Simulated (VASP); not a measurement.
# AgSnNO (Cmmm) in VASP: further runs, part 2 of 2

VASP 6.6.1.

### Step 4. Single point, PBE (N replaced by P, lengths x 1.060, strained and moved within the space group)

Contents of INCAR:

```
SYSTEM = AgPCO
ALGO = Fast
EDIFF = 1E-6
ENCUT = 520
GGA = PE
ISIF = 2
ISMEAR = 0
LASPH = .True.
LCHARG = .False.
LREAL = .False.
LWAVE = .False.
NBANDS = 21
NELM = 100
PREC = Accurate
SIGMA = 0.1
```

Contents of KPOINTS:

```
k-points
0
Gamma
  10 10 10
  0 0 0
```

Contents of POSCAR:

```
AgPCO
1.0
    2.8582175910     -3.0773407103      0.0000000000
    2.8582175910      3.0773407103      0.0000000000
    0.0000000000      0.0000000000      4.1781235725
Ag C P O
1 1 1 1
Direct
    0.0000000000      0.0000000000      0.0000000000
    0.5000000000      0.5000000000      0.0000000000
    0.0000000000      0.0000000000      0.5000000000
    0.5000000000      0.5000000000      0.5000000000
```

Potentials or basis: VASP PAW PBE potentials, release 64 (Ag, C, P, O).

Run with:

```sh
cat potpaw_PBE.64/Ag/POTCAR potpaw_PBE.64/C/POTCAR potpaw_PBE.64/P/POTCAR potpaw_PBE.64/O/POTCAR > POTCAR
mpirun -np 1 vasp_std > vasp.out
```

OUTCAR:

```text
SYSTEM = AgPCO
   EDIFF = 1E-6
   ENCUT = 520
   GGA = PE
   ISIF = 2
   ISMEAR = 0
   LASPH = .True.
   LREAL = .False.
   NELM = 100
   PREC = Accurate

 ion  position               nearest neighbor table
   1  0.000  0.000  0.000-   3 2.09   3 2.09
   2  0.500  0.500  0.000-
   3  0.000  0.000  0.500-   1 2.09   1 2.09
   4  0.500  0.500  0.500-

  LATTYP: Found a base centered orthorhombic cell.
 ALAT       =     5.7164351820
 B/A-ratio  =     1.0766642540
 C/A-ratio  =     0.7308966934

  Lattice vectors:

 A1 = (   2.8582175910,  -3.0773407103,   0.0000000000)
 A2 = (   2.8582175910,   3.0773407103,   0.0000000000)
 A3 = (   0.0000000000,   0.0000000000,   4.1781235725)

Analysis of symmetry for initial positions (statically):
=====================================================================
 Subroutine PRICEL returns:
 Original cell was already a primitive cell.

 Routine SETGRP: Setting up the symmetry group for a
 base centered orthorhombic supercell.

 Subroutine GETGRP returns: Found  8 space group operations
 (whereof  8 operations were pure point group operations)
 out of a pool of  8 trial point group operations.

The static configuration has the point symmetry D_2h.

Analysis of symmetry for dynamics (positions and initial velocities):
=====================================================================
 Subroutine PRICEL returns:
 Original cell was already a primitive cell.

 Routine SETGRP: Setting up the symmetry group for a
 base centered orthorhombic supercell.

 Subroutine GETGRP returns: Found  8 space group operations
 (whereof  8 operations were pure point group operations)
 out of a pool of  8 trial point group operations.

The dynamic configuration has the point symmetry D_2h.
[... 112 lines left out ...]
   TEBEG  =    0.0;   TEEND  =   0.0 temperature during run
   PSTRESS=    0.0 pullay stress
   NELECT =      26.0000    total number of electrons
   NUPDOWN=      -1.0000    fix difference up-down
   EMIN   =  10.00;   EMAX   =-10.00  energy-range for DOS
   EFERMI =   0.00;   METHOD = LEGACY
   ISMEAR =     0;   SIGMA  =   0.10  broadening in eV -4-tet -1-fermi 0-gaus
   EFERMI_NEDOS =   21; number of points for ismear=-14 and -15
   IALGO  =     68    algorithm
   IMIX   =      4    mixing-type and parameters
     AMIX     =   0.40;   BMIX     =  1.00
     AMIX_MAG =   1.60;   BMIX_MAG =  1.00
  volume/ion in A,a.u.               =      18.37       124.00
  Fermi-wavevector in a.u.,A,eV,Ry     =   1.157813  2.187950 18.239043  1.340532
  Thomas-Fermi vector in A             =   2.294421
   LORBIT       =      0    0 simple, 1 ext, 2 COOP (PROOUT), +10 PAW based schemes
   GGA     = PE    functional components
   LHFCALC =     F    Hartree Fock is set to
   AEXX    =    0.0000 exact exchange contribution
   IVDW    =     0    specifies the selected vdW correction
   LEPSILON=     F    determine dielectric tensor
   LRPA    =     F    only Hartree local field effects (RPA)
 non-spin polarized calculation
 RMM-DIIS sequential band-by-band and
 Gauss-broadening in eV      SIGMA  =   0.10
  energy-cutoff  :      520.00
  volume of cell :       73.50
 maximum number of plane-waves:      2004
   NGX = 15   NGY = 15   NGZ = 15

 number of electron      26.0000014 magnetization

 Free energy of the ion-electron system (eV)
  ---------------------------------------------------
  ext. energy  EPLUGINS =         0.00000000
  ---------------------------------------------------
  free energy    TOTEN  =       -12.98903357 eV

  energy without entropy =      -12.96874519  energy(sigma->0) =      -12.97888938

 E-fermi :   2.7204     XC(G=0):  -9.4773

 val. band max:        2.7198309826   @ k =   0.5000   0.1000   0.2000
 cond. band min:       2.7223586916   @ k =   0.4000   0.4000   0.3000
 fundamental gap:      0.0025277090
 Fermi energy:         2.7204306892

 k-point     1 :       0.0000    0.0000    0.0000
  band No.  band energies     occupation
      1     -14.0827      2.00000
      2      -9.0572      2.00000
      3      -5.6332      2.00000
      4      -2.9577      2.00000
      5      -2.9283      2.00000
      6      -2.1557      2.00000
[... 565 lines left out ...]
     20      11.8583      0.00000
     21      12.5112      0.00000

 [... further k-points ...]
[... 5 lines left out ...]
  --------------------------------------------------------------------------------------
  -------------------------------------------------------------------------------------
  Total       -6.1207203     -3.6881828      8.5758378      0.0000000      0.0000000      0.0000000
  in kB     -133.4230816    -80.3971910    186.9411861      0.0000000      0.0000000      0.0000000
  external PRESSURE =      -8.9596955 kB  Pullay stress =       0.0000000 kB

 VOLUME and BASIS-vectors are now :
 -----------------------------------------------------------------------------
  energy-cutoff  :      520.00
  volume of cell :       73.50
      direct lattice vectors                 reciprocal lattice vectors
     2.858217591 -3.077340710  0.000000000     0.174934197 -0.162477947  0.000000000
     2.858217591  3.077340710  0.000000000     0.174934197  0.162477947  0.000000000
     0.000000000  0.000000000  4.178123572     0.000000000  0.000000000  0.239341892

 POSITION                                       TOTAL-FORCE (eV/Angst)
 -----------------------------------------------------------------------------------
      0.00000      0.00000      0.00000        -0.000000      0.000000      0.000000
      2.85822      0.00000      0.00000         0.000000      0.000000      0.000000
      0.00000      0.00000      2.08906        -0.000000      0.000000      0.000000
      2.85822      0.00000      2.08906        -0.000000     -0.000000      0.000000
 -----------------------------------------------------------------------------------
    total drift:                               -0.000000     -0.000000     -0.000000

  FREE ENERGIE OF THE ION-ELECTRON SYSTEM (eV)
  ---------------------------------------------------
  free  energy   TOTEN  =       -12.9890335671 eV

  energy  without entropy=      -12.9687451934  energy(sigma->0) =      -12.97888938
```

OSZICAR:

```text
N       E                     dE             d eps       ncg     rms          rms(c)
DAV:   1     0.129620856354E+03    0.12962E+03   -0.12253E+04  7900   0.110E+03
DAV:   2    -0.841664726967E+01   -0.13804E+03   -0.13229E+03  9610   0.235E+02
DAV:   3    -0.163171104869E+02   -0.79005E+01   -0.77603E+01  9258   0.544E+01
DAV:   4    -0.164028845122E+02   -0.85774E-01   -0.85685E-01  8832   0.646E+00
DAV:   5    -0.164039287814E+02   -0.10443E-02   -0.10441E-02  9342   0.708E-01    0.149E+01
RMM:   6    -0.192330138356E+02   -0.28291E+01   -0.13261E+01  7953   0.214E+01    0.288E+01
RMM:   7    -0.137834364306E+02    0.54496E+01   -0.55554E+00  7835   0.121E+01    0.783E+00
RMM:   8    -0.131336226192E+02    0.64981E+00   -0.51898E-01  8000   0.499E+00    0.346E+00
RMM:   9    -0.130328142826E+02    0.10081E+00   -0.11189E-01  8209   0.183E+00    0.239E+00
RMM:  10    -0.130057960470E+02    0.27018E-01   -0.45968E-02  8475   0.122E+00    0.141E+00
RMM:  11    -0.129928181156E+02    0.12978E-01   -0.41976E-02  8499   0.123E+00    0.607E-01
RMM:  12    -0.129890339995E+02    0.37841E-02   -0.40671E-03  8955   0.356E-01    0.134E-01
RMM:  13    -0.129891968722E+02   -0.16287E-03   -0.13178E-03  8738   0.196E-01    0.130E-01
RMM:  14    -0.129890462063E+02    0.15067E-03   -0.29659E-04  8943   0.964E-02    0.438E-02
RMM:  15    -0.129890442473E+02    0.19591E-05   -0.51261E-05  9107   0.476E-02    0.377E-02
RMM:  16    -0.129890351280E+02    0.91192E-05   -0.20052E-05  8950   0.255E-02    0.130E-02
RMM:  17    -0.129890335607E+02    0.15673E-05   -0.23773E-06  6705   0.972E-03    0.299E-03
RMM:  18    -0.129890335671E+02   -0.64090E-08   -0.46973E-07  5454   0.355E-03
   1 F= -.12989034E+02 E0= -.12978889E+02  d E =-.202884E-01
```

stdout:

```text
POSCAR found type information on POSCAR AgC P O
 POSCAR found :  4 types and       4 ions
 scaLAPACK will be used
 LDA part: xc-table for (Slater+PW92), standard interpolation
 POSCAR, INCAR and KPOINTS ok, starting setup
 FFT: planning ... GRIDC
 FFT: planning ... GRID_SOFT
 FFT: planning ... GRID
 WAVECAR not read
 entering main loop
```

It took 84 s on 1 thread of Intel Xeon 6975P-C (Granite Rapids), shared host; peak memory 0.41 GiB.

What came out:

| Item | Value |
| --- | --- |
| Free energy | -12.9890 eV |
| Pressure | -0.9 GPa |
| Band gap on the k mesh | none (metal or under the smearing width) |

### Step 5. Single point, PBE (N replaced by P, lengths x 1.060, strained and moved within the space group)

Contents of INCAR:

```
PREC = Accurate
ENCUT = 520
EDIFF = 1E-7
ISMEAR = 0
SIGMA = 0.1
LREAL = False
LASPH = True
NELM = 100
ALGO = Fast
ISIF = 2
LWAVE = False
LCHARG = True
GGA = PE
LELF = True
LVHAR = True
NBANDS = 21
```

Contents of KPOINTS:

```
regular mesh
0
Gamma
  12 12 12
```

Contents of POSCAR:

```
AgPCO
1.0
    2.6926544615     -2.8394100874      0.0000000000
    2.6926544615      2.8394100874      0.0000000000
    0.0000000000      0.0000000000      3.7383352137
Ag C P O
1 1 1 1
Direct
    0.0000000000      0.0000000000      0.0000000000
    0.5000000000      0.5000000000      0.0000000000
    0.0000000000      0.0000000000      0.5000000000
    0.5000000000      0.5000000000      0.5000000000
```

Run with:

```sh
cat potpaw_PBE.64/Ag/POTCAR potpaw_PBE.64/C/POTCAR potpaw_PBE.64/P/POTCAR potpaw_PBE.64/O/POTCAR > POTCAR
mpirun -np 1 vasp_std > vasp.out
```

Wall time 2.6 min (1 thread of Intel Xeon 6975P-C (Granite Rapids), shared host); peak memory 0.47 GiB.

Results (log left out):

| Item | Value |
| --- | --- |
| Free energy | -10.7536 eV |
| Pressure | 37.6 GPa |
| Band gap on the k mesh | none (metal or under the smearing width) |

Stress tensor (GPa, compression positive):
```
 -8.62   0.00   0.00
  0.00  -3.63   0.00
  0.00   0.00 125.10
```

Levels at points of the mesh, in eV from the Fermi level:
```tsv
k point	band 11	band 12	band 13	band 14	band 15	band 16
(0.00, 0.00, 0.00)	-3.98	-1.11	-0.01	0.62	1.02	1.19
(0.50, 0.00, 0.00)	-2.24	-1.74	-1.26	-1.21	0.57	1.61
(0.50, 0.50, 0.00)	-4.74	-1.00	0.14	0.23	0.71	0.94
(0.00, 0.00, 0.50)	-2.21	-0.92	-0.56	0.98	2.32	2.66
(0.50, 0.00, 0.50)	-2.24	0.29	0.44	0.85	2.11	2.56
(0.50, 0.50, 0.50)	-2.18	-2.11	-1.72	0.65	2.32	2.40
```

Caveat: so large a pressure means that the cell lies far from this level's equilibrium, or that cutoff or potentials fall short.

### Step 6. Single point, PBE (N replaced by P, lengths x 1.060, strained and moved within the space group)

Contents of INCAR:

```
SYSTEM = AgPCO
ALGO     = Normal         ! electronic algorithm
EDIFF    = 1E-6           ! SCF threshold, eV
ENCUT    = 520            ! plane-wave cutoff, eV
GGA      = PE             ! functional
ISIF     = 2              ! what is computed and relaxed
ISMEAR   = 0              ! smearing method
LASPH    = .True.         ! aspherical terms in the spheres
LCHARG   = .True.         ! write CHGCAR
LELF     = .True.         ! ELF
LREAL    = .False.        ! projectors in reciprocal space
LVHAR    = .True.       
LWAVE    = .False.        ! write WAVECAR
NBANDS   = 21             ! bands
NELM     = 100            ! most SCF steps
PREC     = Accurate       ! precision mode
SIGMA    = 0.1            ! smearing width, eV
```

Contents of KPOINTS:

```
k-points
0
Gamma
  4 4 4
  0 0 0
```

Contents of POSCAR:

```
AgPCO
1.0
    2.8582175910     -3.0773407103      0.0000000000
    2.8582175910      3.0773407103      0.0000000000
    0.0000000000      0.0000000000      4.1781235725
Ag C P O
1 1 1 1
Direct
    0.0000000000      0.0000000000      0.0000000000
    0.5000000000      0.5000000000      0.0000000000
    0.0000000000      0.0000000000      0.5000000000
    0.5000000000      0.5000000000      0.5000000000
```

Potentials or basis: VASP PAW PBE potentials, release 64 (Ag, C, P, O).

Run with:

```sh
cat potpaw_PBE.64/Ag/POTCAR potpaw_PBE.64/C/POTCAR potpaw_PBE.64/P/POTCAR potpaw_PBE.64/O/POTCAR > POTCAR
mpirun -np 1 vasp_std > vasp.out
```

OUTCAR:

```text
SYSTEM = AgPCO
   EDIFF = 1E-6
   ENCUT = 520
   GGA = PE
   ISIF = 2
   ISMEAR = 0
   LASPH = .True.
   LREAL = .False.
   NELM = 100
   PREC = Accurate

 ion  position               nearest neighbor table
   1  0.000  0.000  0.000-   3 2.09   3 2.09
   2  0.500  0.500  0.000-
   3  0.000  0.000  0.500-   1 2.09   1 2.09
   4  0.500  0.500  0.500-

  LATTYP: Found a base centered orthorhombic cell.
 ALAT       =     5.7164351820
 B/A-ratio  =     1.0766642540
 C/A-ratio  =     0.7308966934

  Lattice vectors:

 A1 = (   2.8582175910,  -3.0773407103,   0.0000000000)
 A2 = (   2.8582175910,   3.0773407103,   0.0000000000)
 A3 = (   0.0000000000,   0.0000000000,   4.1781235725)

Analysis of symmetry for initial positions (statically):
=====================================================================
 Subroutine PRICEL returns:
 Original cell was already a primitive cell.

 Routine SETGRP: Setting up the symmetry group for a
 base centered orthorhombic supercell.

 Subroutine GETGRP returns: Found  8 space group operations
 (whereof  8 operations were pure point group operations)
 out of a pool of  8 trial point group operations.

The static configuration has the point symmetry D_2h.

Analysis of symmetry for dynamics (positions and initial velocities):
=====================================================================
 Subroutine PRICEL returns:
 Original cell was already a primitive cell.

 Routine SETGRP: Setting up the symmetry group for a
 base centered orthorhombic supercell.

 Subroutine GETGRP returns: Found  8 space group operations
 (whereof  8 operations were pure point group operations)
 out of a pool of  8 trial point group operations.

[... 113 lines left out ...]
   EMIN   =  10.00;   EMAX   =-10.00  energy-range for DOS
   EFERMI =   0.00;   METHOD = LEGACY
   ISMEAR =     0;   SIGMA  =   0.10  broadening in eV -4-tet -1-fermi 0-gaus
   EFERMI_NEDOS =   21; number of points for ismear=-14 and -15
   IALGO  =     38    algorithm
   IMIX   =      4    mixing-type and parameters
     AMIX     =   0.40;   BMIX     =  1.00
     AMIX_MAG =   1.60;   BMIX_MAG =  1.00
  volume/ion in A,a.u.               =      18.37       124.00
  Fermi-wavevector in a.u.,A,eV,Ry     =   1.157813  2.187950 18.239043  1.340532
  Thomas-Fermi vector in A             =   2.294421
   LORBIT       =      0    0 simple, 1 ext, 2 COOP (PROOUT), +10 PAW based schemes
   GGA     = PE    functional components
   LHFCALC =     F    Hartree Fock is set to
   AEXX    =    0.0000 exact exchange contribution
   IVDW    =     0    specifies the selected vdW correction
   LEPSILON=     F    determine dielectric tensor
   LRPA    =     F    only Hartree local field effects (RPA)
 non-spin polarized calculation
 Gauss-broadening in eV      SIGMA  =   0.10
  energy-cutoff  :      520.00
  volume of cell :       73.50
 maximum number of plane-waves:      2004
   NGX = 15   NGY = 15   NGZ = 15

 number of electron      26.0000014 magnetization

 Free energy of the ion-electron system (eV)
  ---------------------------------------------------
  ext. energy  EPLUGINS =         0.00000000
  ---------------------------------------------------
  free energy    TOTEN  =       -12.88652718 eV

  energy without entropy =      -12.85308608  energy(sigma->0) =      -12.86980663

 E-fermi :   2.7312     XC(G=0):  -9.4788

 val. band max:        2.7196043932   @ k =   0.2500   0.0000   0.5000
 cond. band min:       2.7644231564   @ k =   0.5000   0.2500   0.0000
 fundamental gap:      0.0448187632
 Fermi energy:         2.7312488057

 k-point     1 :       0.0000    0.0000    0.0000
  band No.  band energies     occupation
      1     -14.0511      2.00000
      2      -9.0541      2.00000
      3      -5.6392      2.00000
      4      -2.9496      2.00000
      5      -2.9160      2.00000
      6      -2.1498      2.00000
[... 493 lines left out ...]
     20      12.4565      0.00000
     21      14.7775      0.00000

------------------------ aborting loop because EDIFF is reached ----------------------------------------

  FORCE on cell =-STRESS in cart. coord.  units (eV):
  Direction    XX          YY          ZZ          XY          YZ          ZX
  --------------------------------------------------------------------------------------
  -------------------------------------------------------------------------------------
  Total       -6.6663977     -3.8195127      9.6187302      0.0000000      0.0000000      0.0000000
  in kB     -145.3180812    -83.2599971    209.6747726      0.0000000      0.0000000      0.0000000
  external PRESSURE =      -6.3011019 kB  Pullay stress =       0.0000000 kB

 VOLUME and BASIS-vectors are now :
 -----------------------------------------------------------------------------
  energy-cutoff  :      520.00
  volume of cell :       73.50
      direct lattice vectors                 reciprocal lattice vectors
     2.858217591 -3.077340710  0.000000000     0.174934197 -0.162477947  0.000000000
     2.858217591  3.077340710  0.000000000     0.174934197  0.162477947  0.000000000
     0.000000000  0.000000000  4.178123572     0.000000000  0.000000000  0.239341892

 POSITION                                       TOTAL-FORCE (eV/Angst)
 -----------------------------------------------------------------------------------
      0.00000      0.00000      0.00000        -0.000000      0.000000      0.000000
      2.85822      0.00000      0.00000         0.000000     -0.000000      0.000000
      0.00000      0.00000      2.08906        -0.000000      0.000000      0.000000
      2.85822      0.00000      2.08906        -0.000000      0.000000      0.000000
 -----------------------------------------------------------------------------------
    total drift:                               -0.000000     -0.000000     -0.000000

  FREE ENERGIE OF THE ION-ELECTRON SYSTEM (eV)
  ---------------------------------------------------
  free  energy   TOTEN  =       -12.8865271822 eV

  energy  without entropy=      -12.8530860769  energy(sigma->0) =      -12.86980663
```

Wall time 13 s (1 thread of Intel Xeon 6975P-C (Granite Rapids), shared host); peak memory 0.19 GiB.

What came out:

* Free energy: -12.8865 eV
* Pressure: -0.6 GPa
* Band gap on the k mesh: none (metal or under the smearing width)

Levels at points of the mesh, in eV from the Fermi level:
```tsv
k point	band 10	band 11	band 12	band 13	band 14	band 15	band 16	band 17
(0.00, 0.00, 0.00)	-3.33	-2.68	-1.66	0.04	0.50	0.81	0.84	3.94
(0.50, 0.00, 0.00)	-2.03	-1.86	-1.64	-1.47	-0.76	0.07	1.06	4.95
(0.50, 0.50, 0.00)	-4.15	-4.01	-1.69	0.09	0.16	0.49	0.91	4.63
(0.00, 0.00, 0.50)	-1.85	-1.70	-0.59	-0.22	-0.05	1.28	1.57	2.05
(0.50, 0.00, 0.50)	-1.73	-1.59	-0.16	0.23	0.35	1.19	1.58	1.74
(0.50, 0.50, 0.50)	-2.28	-1.62	-1.45	-1.35	-0.09	1.35	1.46	1.88
```

Caveat: the k mesh is coarse (spacing up to 0.38 Å⁻¹), so the values aren't converged.

### Step 7. Overview

| potentials or basis | cell | k mesh | mesh quality | gap on the mesh (eV) | pressure (GPa) |
| --- | --- | --- | --- | --- | --- |
| VASP PAW PBE potentials, release 64 (Ag, Sn_d, N, O) | C replaced by Sn, lengths x 1.106, strained and moved within the space group | 4 × 4 × 4 | coarse | none | -6.2 |
| VASP PAW PBE potentials, release 64 (Ag, Sn_d, N, O) | C replaced by Sn, lengths x 1.106, strained and moved within the space group | 10 × 10 × 10 | not flagged | none | -6.8 |
| VASP PAW PBE potentials, release 64 (Ag, C, P, O) | N replaced by P, lengths x 1.060, strained and moved within the space group | 10 × 10 × 10 | not flagged | none | -0.9 |
| VASP PAW PBE potentials, release 64 (Ag, C, P, O) | N replaced by P, lengths x 1.060, strained and moved within the space group | 12 × 12 × 12 | not flagged | none | 37.6 |
| VASP PAW PBE potentials, release 64 (Ag, C, P, O) | N replaced by P, lengths x 1.060, strained and moved within the space group | 4 × 4 × 4 | coarse | none | -0.6 |

Alike in all rows: task single point; level PBE; no spin polarisation; cutoff (eV) 520; smearing gaussian 0.1 eV.

Caveats: some runs use coarse meshes; so large a pressure means that the cell lies far from this level's equilibrium, or that cutoff or potentials fall short (some runs).

Absolute energies hang on the potentials; compare differences alone.
